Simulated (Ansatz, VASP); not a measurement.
**Cross-check of MgO between VASP and Ansatz**

Aim: how closely do two programs agree when they are given the same cell, functional and k mesh? Valence electrons are named where the data sets of a main pair hold unlike numbers.

Main program and level: Ansatz 0.2.0; plane waves, with VASP 6.6.1 beside it; band structure at HSE06 and band structure at B3LYP with an exact-exchange share of 0.2.

### Step 1. The starting structure

The structure is cubic, space group Fm-3m (No. 225). Conventional cell: a = 4.212 Å, b = 4.212 Å, c = 4.212 Å, α = 90.00°, β = 90.00°, γ = 90.00°. Mg has 6 O at 2.11 Å nearest. Nearest to O lie 6 Mg at 2.11 Å. Farther neighbours and most contacts between anions are not listed.

Structure file:

```cif
data_structure
_symmetry_space_group_name_H-M 'Fm-3m'
_symmetry_Int_Tables_number 225
_cell_length_a 4.2121
_cell_length_b 4.2121
_cell_length_c 4.2121
_cell_angle_alpha 90.000
_cell_angle_beta 90.000
_cell_angle_gamma 90.000
_cell_volume 74.73
loop_
_atom_site_label
_atom_site_type_symbol
_atom_site_symmetry_multiplicity
_atom_site_Wyckoff_symbol
_atom_site_fract_x
_atom_site_fract_y
_atom_site_fract_z
_atom_site_occupancy
Mg1 Mg 4 a 0.00000 0.00000 0.00000 1
O1 O 4 b 0.50000 0.00000 0.00000 1
```

### Step 2. VASP: band structure, HSE06

Levels along a path test the potential and the projectors away from the mesh points.

Lines of VASP's logs that name or quote its potential files are left out, and so is its time.

The run reads the wave functions of an earlier VASP run, which isn't shown here.

INCAR

```
SYSTEM = MgO
PREC = Accurate
ENCUT = 520
EDIFF = 1E-06
NELM = 100
ISMEAR = 0
SIGMA = 0.02
LREAL = .FALSE.
ALGO = Normal
LHFCALC = .TRUE.
AEXX = 0.25
GGA = PE
HFSCREEN = 0.2
LASPH = .TRUE.
NBANDS = 10
PRECFOCK = Fast
LORBIT = 11
LWAVE = .FALSE.
LCHARG = .FALSE.
KPAR = 4
```

POSCAR

```
MgO
1.0
    0.0000000000      2.1060700000      2.1060700000
    2.1060700000      0.0000000000      2.1060700000
    2.1060700000      2.1060700000      0.0000000000
Mg O
1 1
Direct
    0.0000000000      0.0000000000      0.0000000000
    0.5000000000      0.5000000000      0.5000000000
```

KPOINTS

```
Automatic mesh
0
Gamma
6 6 6
0 0 0
```

KPOINTS_OPT

```
Line mode
6
Line-mode
Reciprocal
  0.00000000   0.00000000   0.00000000 GAMMA
  0.50000000   0.00000000   0.50000000 X

  0.50000000   0.00000000   0.50000000 X
  0.50000000   0.25000000   0.75000000 W

  0.50000000   0.25000000   0.75000000 W
  0.37500000   0.37500000   0.75000000 K

  0.37500000   0.37500000   0.75000000 K
  0.00000000   0.00000000   0.00000000 GAMMA

  0.00000000   0.00000000   0.00000000 GAMMA
  0.50000000   0.50000000   0.50000000 L

  0.50000000   0.50000000   0.50000000 L
  0.62500000   0.25000000   0.62500000 U

  0.62500000   0.25000000   0.62500000 U
  0.50000000   0.25000000   0.75000000 W

  0.50000000   0.25000000   0.75000000 W
  0.50000000   0.50000000   0.50000000 L

  0.50000000   0.50000000   0.50000000 L
  0.37500000   0.37500000   0.75000000 K

  0.62500000   0.25000000   0.62500000 U
  0.50000000   0.00000000   0.50000000 X
```

The projector-augmented-wave data sets are Mg and O (PBE family, release 64).

Run with:

```
mpirun -np 4 vasp_std
```

Numbers of over 12 decimals in the logs are rounded to 6 here.

The log of the run:

```text
[banner, memory and clock lines left out]
running    4 mpi-ranks, on    1 nodes
 distrk:  each k-point on    1 cores,    4 groups
 distr:  one band on    1 cores,    1 groups

 POSCAR found type information on POSCAR MgO
 POSCAR found :  2 types and       2 ions
 LDA part: xc-table for (Slater+PW92), standard interpolation
 found WAVECAR, reading the header
 POSCAR, INCAR and KPOINTS ok, starting setup
 FFT: planning ... GRIDC
 FFT: planning ... GRID_SOFT
 FFT: planning ... GRID
 reading WAVECAR
 the WAVECAR file was read successfully
 initial charge from wavefunction
 entering main loop
       N       E                     dE             d eps       ncg     rms          rms(c)
DAV:   1    -0.142299723905E+02   -0.14230E+02   -0.33641E-01   320   0.405E+00    0.288E-01
DAV:   2    -0.142313152536E+02   -0.13429E-02   -0.24594E-03   336   0.433E-01    0.202E-01
DAV:   3    -0.142308521811E+02    0.46307E-03   -0.41089E-04   332   0.126E-01    0.129E-01
DAV:   4    -0.142307090212E+02    0.14316E-03   -0.58357E-05   326   0.735E-02    0.784E-02
DAV:   5    -0.142306573248E+02    0.51696E-04   -0.18652E-05   326   0.535E-02    0.446E-02
DAV:   6    -0.142306407393E+02    0.16586E-04   -0.64701E-06   324   0.308E-02    0.256E-02
DAV:   7    -0.142306352311E+02    0.55082E-05   -0.22567E-06   324   0.169E-02    0.151E-02
DAV:   8    -0.142306333430E+02    0.18881E-05   -0.87346E-07   162   0.103E-02    0.903E-03
DAV:   9    -0.142306327655E+02    0.57753E-06   -0.33613E-07   160   0.700E-03
   1 F= -.14230633E+02 E0= -.14230633E+02  d E =-.385873E-57
 Start KPOINTS_OPT (optional k-point list driver)
k-point batch [1-16\60]
       N       E                     dE             ncg
DAV:   1    -0.577866722688E+02   -0.52863E+04      376
DAV:   2    -0.506843127184E+03   -0.44906E+03      364
DAV:   3    -0.519205059085E+03   -0.12362E+02      368
DAV:   4    -0.519299114781E+03   -0.94056E-01      358
DAV:   5    -0.519299319053E+03   -0.20427E-03      368
DAV:   6    -0.519299319880E+03   -0.82745E-06      374
[...]
k-point batch [49-60\60]
       N       E                     dE             ncg
DAV:   1     0.126598218237E+04   -0.44995E+04      296
DAV:   2     0.964101964221E+03   -0.30188E+03      264
DAV:   3     0.955977301740E+03   -0.81247E+01      282
DAV:   4     0.955916652429E+03   -0.60649E-01      278
DAV:   5     0.955916512721E+03   -0.13971E-03      298
DAV:   6     0.955916512213E+03   -0.50806E-06      286
```

Parts of OUTCAR (step 2):

```text
ion  position               nearest neighbor table
   1  0.000  0.000  0.000-   2 2.11   2 2.11   2 2.11   2 2.11   2 2.11   2 2.11
   2  0.500  0.500  0.500-   1 2.11   1 2.11   1 2.11   1 2.11   1 2.11   1 2.11

  LATTYP: Found a face centered cubic cell.
 ALAT       =     4.2121400000

 Subroutine GETGRP returns: Found 48 space group operations
 (whereof 48 operations were pure point group operations)

The static configuration has the point symmetry O_h .

 Found     16 irreducible k-points:

   k-points           NKPTS =     16   k-points in BZ     NKDIM =    216   number of bands    NBANDS=     10

   dimension x,y,z NGX =    24 NGY =   24 NGZ =   24
   dimension x,y,z NGXF=    48 NGYF=   48 NGZF=   48

   ENCUT  =  520.0 eV  38.22 Ry    6.18 a.u.   5.54  5.54  5.54*2*pi/ulx,y,z

   NELECT =       8.0000    total number of electrons

 k-points in reciprocal lattice and weights: Automatic mesh
   0.00000000  0.00000000  0.00000000       0.005
   0.16666667  0.00000000  0.00000000       0.037
   0.33333333  0.00000000  0.00000000       0.037
   0.50000000  0.00000000  0.00000000       0.019
   0.16666667  0.16666667  0.00000000       0.028
   0.33333333  0.16666667  0.00000000       0.111
   0.50000000  0.16666667  0.00000000       0.111
  -0.33333333  0.16666667  0.00000000       0.111
  -0.16666667  0.16666667  0.00000000       0.056
[...]
-0.33333333  0.33333333  0.16666667       0.111
  -0.33333333  0.50000000  0.16666667       0.056

  exchange ACFDT corr.  =         0.00000000  see jH, gK, PRB 81, 115126

 average (electrostatic) potential at core
       1 -30.7729       2 -63.4156

 E-fermi :   2.1491

 k-point     1 :       0.0000    0.0000    0.0000
  band No.  band energies     occupation
      1     -16.8991      2.00000
      2       1.9269      2.00000
      3       1.9269      2.00000
      4       1.9269      2.00000
      5       8.3874      0.00000
      6      19.7023      0.00000
      7      19.7024      0.00000
      8      19.7024      0.00000
      9      23.6285      0.00000
    ...

 k-point     2 :       0.1667    0.0000    0.0000
  band No.  band energies     occupation
      1     -16.6016      2.00000
      2       0.3611      2.00000
      3       1.7370      2.00000
      4       1.7370      2.00000
      5       9.8543      0.00000
      6      17.3495      0.00000
      7      20.3105      0.00000
      8      20.3105      0.00000
      9      24.2763      0.00000
    ...

 k-point     3 :       0.3333    0.0000    0.0000
  band No.  band energies     occupation
      1     -15.9346      2.00000
      2      -1.9769      2.00000
      3       1.3814      2.00000
      4       1.3814      2.00000
      5      11.4240      0.00000
      6      16.3606      0.00000
      7      20.5419      0.00000
      8      20.5419      0.00000
      9      25.0391      0.00000
    ...

  energy-cutoff  :      520.00
  volume of cell :       18.68
      direct lattice vectors                 reciprocal lattice vectors
     0.000000000  2.106070000  2.106070000    -0.237409013  0.237409013  0.237409013
     2.106070000  0.000000000  2.106070000     0.237409013 -0.237409013  0.237409013
     2.106070000  2.106070000  0.000000000     0.237409013  0.237409013 -0.237409013

 POSITION                                       TOTAL-FORCE (eV/Angst)
 -----------------------------------------------------------------------------------
      0.00000      0.00000      0.00000        -0.000000      0.000000      0.000000
      2.10607      2.10607      2.10607         0.000000     -0.000000     -0.000000
 -----------------------------------------------------------------------------------
    total drift:                                0.000000      0.000000      0.000000

  FREE ENERGIE OF THE ION-ELECTRON SYSTEM (eV)
  ---------------------------------------------------
  free  energy   TOTEN  =       -14.2306327655 eV

  energy  without entropy=      -14.2306327655  energy(sigma->0) =      -14.23063277

 total charge
# of ion       s       p       d       tot
------------------------------------------
    1        0.144   0.177   0.078   0.399
    2        1.546   3.585   0.000   5.131
--------------------------------------------------
tot          1.690   3.762   0.078   5.530

[... 3 further parts left out ...]
```

The PAW data sets were made with PBE, which is usual practice but a small mismatch for other functionals.

### Step 3. Ansatz: band structure, HSE06

Ansatz runs on its default PAW (the set named soft_2) files.

The same cell, functional, mesh and smearing now go to Ansatz, which takes its cutoff from its data sets.

input.yaml

```yaml
crystal:
  lattice:
    - [0.0, 2.10607, 2.10607]
    - [2.10607, 0.0, 2.10607]
    - [2.10607, 2.10607, 0.0]
  atoms:
    - { symbol: Mg, position: [0.0, 0.0, 0.0] }
    - { symbol: O, position: [0.5, 0.5, 0.5] }
hamiltonian:
  xc: { exchange: pbe, correlation: pbe, exx: { coeff: 0.25, omega: 0.2 } }
  pseudopotentials: { kind: paw }
kpoints:
  mp_grid: { grid: [6, 6, 6] }
  band_path:
    path:
      - [0.0, 0.0, 0.0]
      - [0.5, 0.0, 0.5]
      - [0.5, 0.2, 0.7]
      - [0.4, 0.35, 0.75]
      - [0.15, 0.15, 0.3]
      - [0.2, 0.2, 0.2]
      - [0.55, 0.4, 0.55]
      - [0.6, 0.25, 0.65]
      - [0.5, 0.25, 0.75]
      - [0.5, 0.5, 0.5]
      - [0.375, 0.375, 0.75]
      - [0.5, 0.0, 0.5]
    npoints: 1
scf:
  occupations: { method: gaussian, width: 0.02 }
  n_extra_bands: 7
output:
  forces: true
  stress: true
  eigenvalues: true
  write_density: true
  write_potential: true
  elf: true
  volumetric_format: npy
```

Run with:

```
ansatz run input.yaml --threads 4 --pin off --max-ram 9216MiB --backend cpu --events-out ev --progress --plain --runs-dir out
```

The log of the run:

```text
Warning: output.stress: scf.convergence.dr2_threshold = 1e-7 eV (the SCF's general default) is looser than the 2e-10 eV advised for a printed stress (1e-10 eV for each atom of the cell: 2). What an SCF threshold leaves in a stress goes as its square root, and in the free energy as the threshold itself, and one threshold admits the most on a small cell: [figures from the program's tests cut] Set scf.convergence.dr2_threshold to 2e-10 eV or tighter. The threshold is an SCF's pass mark: one that does not reach it within its budget of iterations ends unconverged, or closes short of it on a stop that the run arms, and scf.convergence.dr2_threshold's page says what that costs each kind of run
Warning: output.stress: scf.exx.energy_threshold = 1e-6 eV is looser than the 2e-8 eV advised for a stress under a hybrid functional (1e-8 eV for each atom of the cell: 2). Every SCF of the exchange loop can meet its threshold on dr2 while the loop round them stops early: no threshold on dr2 bounds what that leaves in the stress. Set scf.exx.energy_threshold to 2e-8 eV or tighter. The threshold is the loop's pass mark: a loop that does not reach it within its budget of cycles ends unconverged, and scf.exx.energy_threshold's page has the law
scf.n_extra_bands = 7 over 8 filled bands (N_el = 16.0): the run solves 15 bands
Engine: ansatz 0.2.0, aarch64-unknown-linux-gnu
Pseudopotentials: kind: paw
Pseudopotential: Mg, paw, valence charge 10, recommended cutoff 420 eV (normal), Mg.paw.azcp
Pseudopotential: O, paw, valence charge 6, recommended cutoff 420 eV (normal), O.paw.azcp
Functional definition: unnamed
  parameter a_1 = 0.25
  parameter omega_1 = 0.2/angstrom
  exchange = pbe_x + (-a_1)*pbe_x_sr(omega_1) + a_1*exact_x_sr(omega_1)
  correlation = pbe_c
Crystal: 2 atoms, lattice volume = 18.683 Å³
Basis set: ecut = 420 eV, 339 PW (Γ), exchange–correlation on 40×40×40 points (8 copies of the dense FFT grid, shifted against one another)
Bands: 15, of which v1, the nominal top of the filled ones, is band 8 counted from 1 (7 counted from 0)
Symmetry: 48 space group operations
Space group: Fm-3m (ITA 225), of the structure as read, at distance tolerance 2.7e-5 Å
k-points: 16 of 216
Non-local potential: Mg, projectors of the file, l = 0: 3, l = 1: 2, l = 2: 1
Non-local potential: O, projectors of the file, l = 0: 2, l = 1: 2, l = 2: 1
PAW form: soft (Blöchl's): semilocal exchange-correlation on the pseudo side does not see the compensation charge
PAW frozen core: Mg, regenerated for the run's functional, and the local potential with it (the file was generated under x = pbe(κ = 0.804, μ = 0.219515), c = pbe(β = 0.066725))
PAW frozen core: O, regenerated for the run's functional, and the local potential with it (the file was generated under x = pbe(κ = 0.804, μ = 0.219515), c = pbe(β = 0.066725))
PAW one-centre angular grid: Mg, 110 points (default); XC on 96 Gauss nodes
PAW one-centre angular grid: O, 110 points (default); XC on 96 Gauss nodes
Initial density: superposition of atomic densities (neutral atoms: chi_scale 0, normalization atom), corrected by the library's trained network
Initial wavefunctions: pseudopotential atomic-orbital guess
Functional: x = pbe(κ = 0.804, μ = 0.219515), c = pbe(β = 0.066725), warm-up for x = pbe(κ = 0.804, μ = 0.219515) + 0.25 (exact − pbe) at short range (hse, ω = 0.2 Å⁻¹), c = pbe(β = 0.066725)
SCF iter   1: F=—  HF=-2494.131072 eV  |F-HF|=—  |Δ(HF+E_count)|=         —  Δρ=6.30e-4  dr2=2.34e-5  ethr=1.77e-3  ⟨swp⟩=2.1  Hψ=1557  notcnv=0
preconditioner: auto → none  [insulator: Δε(μ)=4.740 eV  Ē_g=22.661 eV  σ=0.020 eV  W_gap=1.00  n_scr=8 (ndim 8)  ℏωp=24.3 eV  f_vac=0.000  D(μ)=0.00/eV (n_scr^D=0)]
SCF iter   2: F=-2494.131227 eV  HF=-2494.131187 eV  |F-HF|=3.92e-5  |Δ(HF+E_count)|=   1.15e-4  Δρ=2.98e-4  dr2=3.94e-6  ethr=1.46e-7  ⟨swp⟩=3.5  Hψ=444  notcnv=0  defer=4
SCF 1 stopped early in 2 iterations: F = -2494.131227 eV  dr2 = 3.94e-6
  greatest PAW one-centre occupation: 1.000 electrons in one spin orbital (limit 2), on the Mg atom at site 0 (counted from 0), in its partial waves of l = 0
Initial density: handed on by an earlier stage of this run
Initial wavefunctions: those handed on with the density
Functional: x = pbe(κ = 0.804, μ = 0.219515) + 0.25 (exact − pbe) at short range (hse, ω = 0.2 Å⁻¹), c = pbe(β = 0.066725)
Exchange kernel: α = 0.2500, screened, ω = 0.2000 Å⁻¹, Wigner–Seitz truncation, v(0) = 1118.3539 eV·Å³, q-mesh 6×6×6, nearest image of the exchange supercell L = 17.87 Å, pair-density grid 12×12×12, without the augmentation charges, whose exchange is taken in its separable form by FFT convolution over the k-point mesh (sized by the pseudopotential files, 18×18×18 at the most), smooth part of the exact exchange by density-matrix convolution
Frozen-core exchange: fock
SCF iter   1: F=—  HF=-2494.350573 eV  |F-HF|=—  |Δ(HF+E_count)|=         —  Δρ=7.77e-3  dr2=5.70e-3  ethr=2.46e-7  ⟨swp⟩=6.1  Hψ=1134  notcnv=0
preconditioner: auto → none  [insulator: Δε(μ)=6.470 eV  Ē_g=25.326 eV  σ=0.020 eV  W_gap=1.00  n_scr=8 (ndim 8)  ℏωp=24.3 eV  f_vac=0.000  D(μ)=0.00/eV (n_scr^D=0)]
SCF iter   2: F=—  HF=-2494.348305 eV  |F-HF|=—  |Δ(HF+E_count)|=   2.27e-3  Δρ=3.79e-3  dr2=1.19e-3  ethr=2.46e-7  ⟨swp⟩=3.0  Hψ=526  notcnv=0
SCF iter   3: F=—  HF=-2494.351192 eV  |F-HF|=—  |Δ(HF+E_count)|=   2.89e-3  Δρ=1.50e-3  dr2=4.67e-4  ethr=2.46e-7  ⟨swp⟩=3.4  Hψ=603  notcnv=0
SCF iter   4: F=—  HF=-2494.351078 eV  |F-HF|=—  |Δ(HF+E_count)|=   1.14e-4  Δρ=6.48e-4  dr2=7.28e-5  ethr=2.46e-7  ⟨swp⟩=3.9  Hψ=540  notcnv=0
iter 5 solved again at ethr=4.25e-9 eV; its pass at ethr=2.46e-7 eV (dr2=6.80e-7 eV) is discarded
SCF iter   5: F=—  HF=-2494.351059 eV  |F-HF|=—  |Δ(HF+E_count)|=   1.87e-5  Δρ=9.00e-5  dr2=3.90e-6  ethr=4.25e-9  ⟨swp⟩=2.9  Hψ=847  notcnv=0
SCF iter   6: F=-2494.351077 eV  HF=-2494.351081 eV  |F-HF|=4.02e-6  |Δ(HF+E_count)|=   2.15e-5  Δρ=9.72e-5  dr2=2.02e-6  ethr=4.08e-9  ⟨swp⟩=3.1  Hψ=445  notcnv=0
SCF 2 stopped early in 6 iterations: F = -2494.351077 eV  dr2 = 2.02e-6
hybrid outer 1: dexx = +3.400e-3 eV, tail = 3.65e-5 eV
Exchange kernel: α = 0.2500, screened, ω = 0.2000 Å⁻¹, Wigner–Seitz truncation, v(0) = 1118.3539 eV·Å³, q-mesh 6×6×6, nearest image of the exchange supercell L = 17.87 Å, pair-density grid 12×12×12, without the augmentation charges, whose exchange is taken in its separable form by FFT convolution over the k-point mesh (sized by the pseudopotential files, 18×18×18 at the most), smooth part of the exact exchange by density-matrix convolution
Frozen-core exchange: fock
SCF iter   1: F=—  HF=-2494.351047 eV  |F-HF|=—  |Δ(HF+E_count)|=         —  Δρ=7.59e-5  dr2=9.35e-7  ethr=1.14e-6  ⟨swp⟩=2.4  Hψ=486  notcnv=0
preconditioner: auto → none  [insulator: Δε(μ)=6.507 eV  Ē_g=25.312 eV  σ=0.020 eV  W_gap=1.00  n_scr=8 (ndim 8)  ℏωp=24.3 eV  f_vac=0.000  D(μ)=0.00/eV (n_scr^D=0)]
SCF iter   2: F=—  HF=-2494.351047 eV  |F-HF|=—  |Δ(HF+E_count)|=   3.17e-7  Δρ=1.58e-5  dr2=3.98e-8  ethr=5.68e-9  ⟨swp⟩=3.1  Hψ=462  notcnv=0
SCF iter   3: F=—  HF=-2494.351047 eV  |F-HF|=—  |Δ(HF+E_count)|=   1.54e-7  Δρ=1.23e-5  dr2=2.11e-8  ethr=9.21e-11  ⟨swp⟩=3.8  Hψ=637  notcnv=0
SCF iter   4: F=-2494.351047 eV  HF=-2494.351047 eV  |F-HF|=1.82e-11  |Δ(HF+E_count)|=   6.98e-9  Δρ=7.77e-7  dr2=2.63e-10  ethr=9.21e-11  ⟨swp⟩=3.0  Hψ=417  notcnv=0
SCF 3 converged in 4 iterations: F = -2494.351047 eV  dr2 = 2.63e-10
  Residual-converged pass: ⟨swp⟩=2.8  Hψ=386  notcnv=0  max |occ|·‖R‖ = 2.3e-6 eV (tolerance 2.4e-6 eV)  dr2=2.62e-10  dr2_onsite=1.43e-11  max |Δocc| = 0.0e0
hybrid outer 2: dexx = +1.242e-7 eV, tail = 8.94e-9 eV, Δε = 3.59e-3 eV (about 1.25e-4 eV left of the loop's levels)
NSCF: frozen V_eff on 12 k-points
hybrid SCF converged: 2 outer / 10 inner (+2 warm-up), last move |dexx| = 1.24e-7 eV, tail = 8.94e-9 eV
Stability not checked: this state was not tested for a lower state beside it, because the functional holds exact exchange (a hybrid, or Hartree-Fock), whose exchange loop this test does not read (fock_operator; see scf.lower_state_search)
Free energy (F): -2494.351047 eV
Frozen-core exchange: fock
Harris-Foulkes:  -2494.351047 eV  (|F-HF|=1.82e-11)
Internal energy: -2494.351047 eV  (E = F + TS)
E sigma→0 (E₀):  -2494.351047 eV
Fermi energy:    10.120336 eV
--- Per-component energies (eV) ---
  E_band       = -340.249100
  E_kinetic    = 256.835879
  E_local      = -1602.789505  (includes V_loc(G=0)·N_el)
  E_nonlocal   = 141.077823
  E_hartree    = 555.337678
  E_xc         = -84.743418
  E_vxc        = -107.631988  (∫ρ·V_xc dr)
  E_exx        = -71.744207  (= α·E_x^exact, valence–valence)
  E_paw        = -398.923423  (= ΣΔE_a)
  E_vpaw       = 5.069242  (= ΣTr[D̂ρ^β])
  E_aug_tail   = 0.002497  (compensation charges beyond the density's cutoff)
  E_ewald      = -1289.342815
  E_core_change = -0.061555  (= ΣΔE_core)
  E_smearing   = -0.000000  (= −TS)
  E_closure    = 0.000000  (closes the sum)
  Σ components = -2494.351047   (vs F -2494.351047, Δ=0.00e0)
--- Forces (eV/Å), atoms counted from 1 ---
  atom   1  Mg    -0.00000000    -0.00000000     0.00000000
  atom   2  O      0.00000000     0.00000000    -0.00000000
  max |Σ_I F_I| component: 1.31e-29 eV/Å
--- Stress (GPa, compression-positive) ---
       -1.275630      -0.000000       0.000000
       -0.000000      -1.275630      -0.000000
        0.000000      -0.000000      -1.275630
  P = ⅓ Tr σ = -1.2756 GPa (-12.756 kbar)
--- Band table (eV; the first three rows and the last of 16) ---
  k-point 0: bands = [... 4 lower, -11.9481, 6.8674, 6.8674, 6.8674, 13.3732, 24.6759, 24.6759, 24.6759, ... 3 higher]
  k-point 1: bands = [... 4 lower, -11.6414, 5.3087, 6.6779, 6.6779, 14.8351, 22.3088, 25.2860, 25.2860, ... 3 higher]
  k-point 2: bands = [... 4 lower, -10.9562, 2.9775, 6.3235, 6.3235, 16.4007, 21.3251, 25.5473, 25.5473, ... 3 higher]
  k-point 15: bands = [... 4 lower, -10.2832, 3.0787, 4.4782, 5.0816, 19.3228, 20.3551, 21.5343, 25.6524, ... 3 higher]
```

It took 8.3 s on 4 threads of Arm Neoverse V2, shared host; peak memory 0.53 GiB.

(Continued in part 2 of 2.)

[Lines on the potential files, build, host, timing and source positions are cut from VASP's logs without a mark.]

[Logs are printed without paths, hosts, clocks, repeated set-up lines and the standing remarks that a program may print on its own settings, such as how far it seeks lower states.]

[Hosts, paths, dates, database ids (printed as entryN), source tags and the programs' standing remarks are cut or masked in the printed files.]
